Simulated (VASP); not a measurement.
# Ta3Si3N (P1) in VASP: relaxation of cell and atoms with PBE

Aim: the relaxation of cell and atoms of Ta3Si3N with PBE.

Everything below comes from runs of VASP 6.6.1. Logs are shortened: lines on timing, memory, paths and dates and some standing lists are left out, and cuts for length are marked.

## Step 1: The crystal as given

The typed cell holds 14 atoms: a = 3.259 Å, b = 6.729 Å, c = 9.781 Å, α = 91.59°, β = 91.73°, γ = 91.10°.

The cell was built by a generator and needn't be a form met in nature.

## Step 2: Relaxation of cell and atoms, PBE

The input, INCAR:

```
PREC     = Normal         # precision mode
ENCUT    = 520            # plane-wave cutoff, eV
EDIFF    = 1E-5           # SCF threshold, eV
ISMEAR   = 0              # smearing method
SIGMA    = 0.15           # smearing width, eV
LREAL    = Auto         
LASPH    = True           # aspherical terms in the spheres
NELM     = 80             # most SCF steps
ALGO     = Fast           # electronic algorithm
ISIF     = 3              # what is computed and relaxed
LWAVE    = False          # write WAVECAR
LCHARG   = False          # write CHGCAR
GGA      = PE             # functional
IBRION   = 2              # ionic algorithm
NSW      = 110            # ionic steps
EDIFFG   = -0.03          # ionic threshold
ISYM     = 0            
KPAR     = 4
```

The input, KPOINTS:

```
Automatic mesh
0
Gamma
  7 4 3
```

The input, POSCAR:

```
Ta3Si3N
1.0
    3.2582167300     -0.0320633400     -0.0497844500
   -0.0641266900      6.7283690200     -0.0932889200
   -0.1465155500     -0.1372745800      9.7792025800
Ta Si N
6 6 2
Direct
    0.0035496200      0.0097063200      0.7663096300
    0.9598413400      0.5082538200      0.7565662400
    0.0612197400      0.9908086800      0.2418179100
    0.0237311100      0.4922034400      0.2253300200
    0.4715025700      0.2673202300      0.9989093000
    0.5105595300      0.7714506200      0.0033577500
    0.5107285400      0.2559028500      0.3725981800
    0.4712258900      0.7379569600      0.3502635100
    0.5144076400      0.2311404800      0.6328621800
    0.4524000300      0.7362856400      0.6434459000
    0.0472586900      0.9984894900      0.5002365100
    0.0086118300      0.5031003500      0.5119722300
    0.0052792400      0.0060130900      0.9948739500
    0.0514681400      0.5019899400      0.0004980700
```

Potentials or basis: VASP PAW PBE potentials, release 64 (Ta_pv, Si, N).

The run is started by

```bash
> cat potpaw_PBE.64/Ta_pv/POTCAR potpaw_PBE.64/Si/POTCAR potpaw_PBE.64/N/POTCAR > POTCAR
> mpirun -np 4 vasp_std > vasp.out
```

OUTCAR:

```text
PREC = Normal
   ENCUT = 520
   EDIFF = 1E-5
   ISMEAR = 0
   LREAL = Auto
   LASPH = True
   NELM = 80
   ISIF = 3
   GGA = PE
   IBRION = 2
   NSW = 110
   EDIFFG = -0.03
   ISYM = 0

 ion  position               nearest neighbor table
   1  0.004  0.010  0.766-  13 2.24   9 2.56  11 2.61   9 2.62  10 2.66  10 2.77   5 3.16   6 3.28
                             6 3.30   2 3.36   5 3.36   2 3.37
   2  0.960  0.508  0.757-  14 2.40  12 2.40  10 2.50  10 2.53   9 2.59   9 2.89   5 3.33   5 3.33
                             6 3.34   1 3.36   1 3.37   6 3.40
   3  0.061  0.991  0.242-  13 2.42   8 2.43  11 2.53   7 2.57   8 2.80   7 2.86   6 3.14   6 3.21
                             5 3.35   4 3.35   4 3.39   5 3.59
   4  0.024  0.492  0.225-  14 2.21   8 2.46   7 2.68   7 2.75   8 2.76  12 2.80   5 3.07   5 3.15
                             6 3.33   6 3.34   3 3.35   3 3.39
   5  0.472  0.267  0.999-  14 2.11  13 2.30  14 2.44  13 2.50   4 3.07   4 3.15   1 3.16   2 3.33
                             2 3.33   6 3.34   3 3.35   1 3.36   6 3.39   3 3.59
   6  0.511  0.771  0.003-  13 2.24  13 2.30  14 2.33  14 2.55   3 3.14   3 3.21   1 3.28   1 3.30
                             4 3.33   4 3.34   5 3.34   2 3.34   5 3.39   2 3.40
   7  0.511  0.256  0.373-   9 2.56   3 2.57  12 2.63  11 2.64   4 2.68  12 2.72   4 2.75  11 2.78
                             3 2.86
   8  0.471  0.738  0.350-   3 2.43   4 2.46  11 2.68  12 2.73   4 2.76   3 2.80  12 2.85  10 2.87
                            11 2.88
   9  0.514  0.231  0.633-  11 2.48   7 2.56   1 2.56   2 2.59   1 2.62  11 2.70  12 2.73  12 2.75
                             2 2.89
  10  0.452  0.736  0.643-  12 2.43   2 2.50   2 2.53  11 2.63   1 2.66  12 2.75   1 2.77   8 2.87
                            11 3.00
  11  0.047  0.998  0.500-   9 2.48   3 2.53   1 2.61  10 2.63   7 2.64   8 2.68   9 2.70   7 2.78
                             8 2.88  10 3.00
  12  0.009  0.503  0.512-   2 2.40  10 2.43   7 2.63   7 2.72   9 2.73   8 2.73  10 2.75   9 2.75
                             4 2.80   8 2.85
  13  0.005  0.006  0.995-   1 2.24   6 2.24   5 2.30   6 2.30   3 2.42   5 2.50
  14  0.051  0.502  0.000-   5 2.11   4 2.21   6 2.33   2 2.40   5 2.44   6 2.55

IMPORTANT INFORMATION: All symmetrisations will be switched off!
NOSYMM: (Re-)initialisation of all symmetry stuff for point group C_1.

----------------------------------------------------------------------------------------

                                     Primitive cell

  volume of cell :     214.2726

  direct lattice vectors                    reciprocal lattice vectors
     3.258216730 -0.032063340 -0.049784450     0.307016708  0.002990471  0.004641814
    -0.064126690  6.728369020 -0.093288920     0.001495235  0.148667925  0.002109313
    -0.146515550 -0.137274580  9.779202580     0.001577240  0.001433445  0.102301579

  length of vectors
     3.258754794  6.729321268  9.781263426     0.307066358  0.148690406  0.102323778

  position of ions in fractional coordinates (direct lattice)
     0.003549620  0.009706320  0.766309630
     0.959841340  0.508253820  0.756566240
     0.061219740  0.990808680  0.241817910
     0.023731110  0.492203440  0.225330020
     0.471502570  0.267320230  0.998909300
     0.510559530  0.771450620  0.003357750
     0.510728540  0.255902850  0.372598180
     0.471225890  0.737956960  0.350263510
     0.514407640  0.231140480  0.632862180
     0.452400030  0.736285640  0.643445900
     0.047258690  0.998489490  0.500236510
     0.008611830  0.503100350  0.511972230
     0.005279240  0.006013090  0.994873950
     0.051468140  0.501989940  0.000498070

  ion indices of the primitive-cell ions
   primitive index   ion index
                 1           1
                 2           2
                 3           3
                 4           4
                 5           5
                 6           6
                 7           7
                 8           8
                 9           9
                10          10
                11          11
                12          12
                13          13
                14          14

----------------------------------------------------------------------------------------

 KPOINTS: Automatic mesh

Automatic generation of k-mesh.
 Grid dimensions read from file:
 generate k-points for:    7    4    3

 Generating k-lattice:

  Cartesian coordinates                     Fractional coordinates (reciprocal lattice)
     0.043859530  0.000427210  0.000663116     0.142857143  0.000000000 -0.000000000
     0.000373809  0.037166981  0.000527328    -0.000000000  0.250000000 -0.000000000
     0.000525747  0.000477815  0.034100526     0.000000000  0.000000000  0.333333333

  Length of vectors
     0.043866623  0.037172601  0.034107926

  Shift w.r.t. Gamma in fractional coordinates (k-lattice)
     0.000000000  0.000000000  0.000000000

 Subroutine IBZKPT returns following result:
 ===========================================

 Found     43 irreducible k-points:

 Following reciprocal coordinates:
            Coordinates               Weight
  0.000000  0.000000  0.000000      1.000000
  0.142857  0.000000  0.000000      2.000000
  0.285714 -0.000000 -0.000000      2.000000
  0.428571  0.000000  0.000000      2.000000
  0.000000  0.250000  0.000000      2.000000
  0.142857  0.250000  0.000000      2.000000
[... 16 lines left out ...]
  0.000000  0.250000  0.333333      2.000000
  0.142857  0.250000  0.333333      2.000000
 [... further k-points ...]
   k-points           NKPTS =     43   k-points in BZ     NKDIM =     43   number of bands    NBANDS=     60
   number of dos      NEDOS =    301   number of ions     NIONS =     14
   total plane-waves  NPLWV =  40320
   dimension x,y,z NGX =    18 NGY =   40 NGZ =   56
   dimension x,y,z NGXF=    36 NGYF=   80 NGZF=  112
   ions per type =               6   6   2
   NGX,Y,Z   is equivalent  to a cutoff of   9.18,  9.88,  9.52 a.u.
   NGXF,Y,Z  is equivalent  to a cutoff of  18.37, 19.76, 19.04 a.u.
 SYSTEM =  unknown system
   PREC   = normal    normal or accurate (medium, high low for compatibility)
   ISTART =      0    job   : 0-new  1-cont  2-samecut
   ICHARG =      2    charge: 1-file 2-atom 10-const
   ISPIN  =      1    spin polarized calculation?
   LNONCOLLINEAR =      F non collinear calculations
   LSORBIT =      F    spin-orbit coupling
   LASPH  =      T    aspherical Exc in radial PAW
   ENCUT  =  520.0 eV  38.22 Ry    6.18 a.u.   6.06 12.51 18.19*2*pi/ulx,y,z
   NELM   =     80;   NELMIN=  2; NELMDL= -5     # of ELM steps
   EDIFF  = 0.1E-04   stopping-criterion for ELM
   LREAL  =      T    real-space projection
   EDIFFG = -.3E-01   stopping-criterion for IOM
   NSW    =    110    number of steps for IOM
   IBRION =      2    ionic relax: 0-MD 1-quasi-New 2-CG
   NFREE  =      1    steps in history (QN), initial steepest desc. (CG)
   ISIF   =      3    stress and relaxation
   ISYM   =      0    0-nonsym 1-usesym 2-fastsym
   POTIM  = 0.5000    time-step for ionic-motion
   TEBEG  =    0.0;   TEEND  =   0.0 temperature during run
   PSTRESS=    0.0 pullay stress
   NELECT =     100.0000    total number of electrons
   NUPDOWN=      -1.0000    fix difference up-down
   EMIN   =  10.00;   EMAX   =-10.00  energy-range for DOS
   EFERMI =   0.00;   METHOD = LEGACY
   ISMEAR =     0;   SIGMA  =   0.15  broadening in eV -4-tet -1-fermi 0-gaus
   EFERMI_NEDOS =   21; number of points for ismear=-14 and -15
   IALGO  =     68    algorithm
   IMIX   =      4    mixing-type and parameters
     AMIX     =   0.40;   BMIX     =  1.00
     AMIX_MAG =   1.60;   BMIX_MAG =  1.00
  volume/ion in A,a.u.               =      15.31       103.28
  Fermi-wavevector in a.u.,A,eV,Ry     =   1.269851  2.399670 21.939671  1.612520
  Thomas-Fermi vector in A             =   2.402870
   LORBIT       =      0    0 simple, 1 ext, 2 COOP (PROOUT), +10 PAW based schemes
   GGA     = PE    functional components
   LHFCALC =     F    Hartree Fock is set to
   AEXX    =    0.0000 exact exchange contribution
   IVDW    =     0    specifies the selected vdW correction
   LEPSILON=     F    determine dielectric tensor
   LRPA    =     F    only Hartree local field effects (RPA)
 conjugate gradient relaxation of ions
 non-spin polarized calculation
 RMM-DIIS sequential band-by-band and
 Gauss-broadening in eV      SIGMA  =   0.15
  energy-cutoff  :      520.00
  volume of cell :      214.27
 maximum number of plane-waves:      5811
   NGX = 13   NGY = 25   NGZ = 37

--------------------------------------- Ionic step        1  -------------------------------------------

 number of electron      99.9999997 magnetization

 number of electron     100.0000001 magnetization

 Free energy of the ion-electron system (eV)
  ---------------------------------------------------
  ext. energy  EPLUGINS =         0.00000000
  ---------------------------------------------------
  free energy    TOTEN  =      -122.33762785 eV

  energy without entropy =     -122.25900251  energy(sigma->0) =     -122.29831518

------------------------ aborting loop because EDIFF is reached ----------------------------------------

  FORCE on cell =-STRESS in cart. coord.  units (eV):
  Direction    XX          YY          ZZ          XY          YZ          ZX
  --------------------------------------------------------------------------------------
  -------------------------------------------------------------------------------------
  Total       -9.8077573    -13.7514503    -15.4099548      2.1061010      0.9876243      4.3320968
  in kB      -73.3353878   -102.8235004   -115.2246099     15.7479153      7.3847478     32.3923186
  external PRESSURE =     -97.1278327 kB  Pullay stress =       0.0000000 kB
[... 125 lines left out ...]
  FREE ENERGIE OF THE ION-ELECTRON SYSTEM (eV)
  ---------------------------------------------------
  free  energy   TOTEN  =      -123.9988816105 eV

  energy  without entropy=     -123.9203512659  energy(sigma->0) =     -123.95961644

[... ionic steps 4 to 24 ...]

--------------------------------------- Ionic step       25  -------------------------------------------

 number of electron      99.9999992 magnetization

------------------------ aborting loop because EDIFF is reached ----------------------------------------

  FORCE on cell =-STRESS in cart. coord.  units (eV):
  Direction    XX          YY          ZZ          XY          YZ          ZX
  --------------------------------------------------------------------------------------
  -------------------------------------------------------------------------------------
  Total        0.0036110     -0.0705840     -0.0733195     -0.0150769      0.0386363     -0.0434529
  in kB        0.0293289     -0.5732840     -0.5955022     -0.1224551      0.3138047     -0.3529254
  external PRESSURE =      -0.3798191 kB  Pullay stress =       0.0000000 kB
[... 81 lines left out ...]
  energy  without entropy=     -124.6666418575  energy(sigma->0) =     -124.70804765

--------------------------------------- Ionic step       27  -------------------------------------------

 number of electron      99.9999992 magnetization

 Free energy of the ion-electron system (eV)
  ---------------------------------------------------
  ext. energy  EPLUGINS =         0.00000000
  ---------------------------------------------------
  free energy    TOTEN  =      -124.74972258 eV

  energy without entropy =     -124.66679067  energy(sigma->0) =     -124.70825663

 E-fermi :   8.5018     XC(G=0): -12.2632

 val. band max:        8.5005113490   @ k =   0.4286   0.5000   0.3333
 cond. band min:       8.5069696042   @ k =  -0.1429   0.2500   0.3333
 fundamental gap:      0.0064582552
 Fermi energy:         8.5018450849

 k-point     1 :       0.0000    0.0000    0.0000
  band No.  band energies     occupation
      1     -27.1110      2.00000
      2     -26.7526      2.00000
      3     -26.7378      2.00000
      4     -26.7019      2.00000
      5     -26.5075      2.00000
      6     -26.4615      2.00000
[... 1501 lines left out ...]
     59      10.7040      0.00000
     60      11.1572      0.00000

 [... further k-points ...]
[... 5 lines left out ...]
  --------------------------------------------------------------------------------------
  -------------------------------------------------------------------------------------
  Total        0.0983930      0.0242488      0.0700840     -0.0064968      0.0111568     -0.0504697
  in kB        0.7994736      0.1970286      0.5694541     -0.0527888      0.0906525     -0.4100818
  external PRESSURE =       0.5219854 kB  Pullay stress =       0.0000000 kB
[... 29 lines left out ...]
  FREE ENERGIE OF THE ION-ELECTRON SYSTEM (eV)
  ---------------------------------------------------
  free  energy   TOTEN  =      -124.7497225816 eV

  energy  without entropy=     -124.6667906710  energy(sigma->0) =     -124.70825663

 reached required accuracy - stopping structural energy minimisation
```

It took 16 min on 4 MPI ranks of Intel Xeon Platinum 8488C (Sapphire Rapids), shared host; peak memory 0.44 GiB.

Results:

```yaml
Free_energy: -124.7497 eV
Relaxed_volume: 14.08 Å³/atom
Relaxed_cell: a = 3.218 Å, b = 6.458 Å, c = 9.488 Å, α = 90.03°, β = 90.01°, γ = 90.00°
Space_group_after_relaxing_to_0.05_Å: Pmmm (No. 47)
Energy_gained_by_relaxing: 172.3 meV/atom
Ionic_steps: 27
Pressure_after_relaxing: 0.1 GPa
Largest_force_after_relaxing: 0.017 eV/Å
Band_gap_on_the_k_mesh: none (metal or under the smearing width)
```

Forces on the atoms (eV/Å):
```
Ta   0.008 -0.002  0.004
Ta   0.004  0.003  0.003
Ta   0.003 -0.001 -0.005
Ta  -0.010  0.003  0.005
Ta  -0.001  0.008  0.000
Ta  -0.006 -0.005 -0.005
Si   0.005  0.006 -0.011
Si   0.001 -0.006  0.011
Si  -0.001  0.007  0.010
Si   0.009  0.001 -0.003
Si  -0.009 -0.009 -0.011
Si  -0.001 -0.013  0.003
N   -0.006  0.010  0.004
N    0.004 -0.003 -0.004
```

Step by step:
| step | energy change (eV) | largest force (eV/Å) | pressure (GPa) | volume (Å³) |
| --- | --- | --- | --- | --- |
| 1 | 0.0000 | 3.6951 | -9.71 | 214.27 |
| 2 | -1.4586 | 1.6250 | 14.47 | 186.69 |
| 3 | -1.6613 | 1.7136 | 6.59 | 193.13 |
| 4 | -2.1537 | 1.4746 | -1.91 | 199.77 |
| 5 | -2.1901 | 0.9750 | -0.49 | 198.28 |
| 6 | -2.3274 | 0.3346 | -0.65 | 197.99 |
| 7 | -2.3405 | 0.5776 | -0.60 | 197.86 |
| 8 | -2.3757 | 0.2165 | 0.99 | 196.30 |
| 9 | -2.3760 | 0.2221 | 1.14 | 196.14 |
| 10 | -2.3886 | 0.2999 | -0.95 | 198.18 |
| 11 | -2.3895 | 0.2699 | -0.52 | 197.75 |
| 12 | -2.3996 | 0.1214 | -0.13 | 197.43 |
| 13 | -2.4009 | 0.1337 | 0.05 | 197.27 |
| 14 | -2.4059 | 0.0917 | 0.03 | 197.26 |
| 15 | -2.4069 | 0.0847 | 0.02 | 197.26 |
| 16 | -2.4061 | 0.1813 | 0.01 | 197.25 |
| 17 | -2.4070 | 0.1027 | 0.02 | 197.26 |
| 18 | -2.4093 | 0.0700 | -0.05 | 197.31 |
| 19 | -2.4094 | 0.0756 | -0.07 | 197.32 |
| 20 | -2.4106 | 0.0530 | 0.14 | 197.11 |
| 21 | -2.4107 | 0.0506 | 0.21 | 197.04 |
| 22 | -2.4113 | 0.0448 | -0.16 | 197.40 |
| 23 | -2.4113 | 0.0464 | -0.14 | 197.37 |
| 24 | -2.4118 | 0.0319 | -0.05 | 197.27 |
| 25 | -2.4118 | 0.0337 | -0.04 | 197.26 |
| 26 | -2.4118 | 0.0355 | -0.02 | 197.25 |
| 27 | -2.4121 | 0.0165 | 0.05 | 197.18 |

Final structure:
```
Ta Si N
1.0
     3.21790   -0.00005   -0.00022
    -0.00018    6.45846   -0.00137
    -0.00180   -0.00231    9.48790
Ta Si N
6 6 2
Direct
  0.00521 0.00052 0.77132
  0.00561 0.50108 0.77762
  0.00704 0.00150 0.22858
  0.00760 0.49997 0.22225
  0.50646 0.23849 0.99979
  0.50622 0.76247 0.00024
  0.50738 0.25295 0.36453
  0.50740 0.74865 0.36213
  0.50575 0.25304 0.63690
  0.50524 0.74852 0.63592
  0.00774 0.00055 0.50003
  0.00733 0.50181 0.49985
  0.00650 0.00032 0.99993
  0.00629 0.50073 0.99994
```

Levels at points of the mesh, in eV from the Fermi level:
| k point | band 47 | band 48 | band 49 | band 50 | band 51 | band 52 | band 53 | band 54 |
| --- | --- | --- | --- | --- | --- | --- | --- | --- |
| (0.00, 0.00, 0.00) | -0.80 | -0.69 | -0.65 | -0.49 | 0.64 | 1.05 | 1.20 | 1.22 |
| (0.00, 0.50, 0.00) | -0.54 | -0.22 | -0.21 | -0.05 | 0.05 | 0.41 | 1.01 | 1.05 |

The run has no spin-orbit coupling, so splittings on Ta are missing.
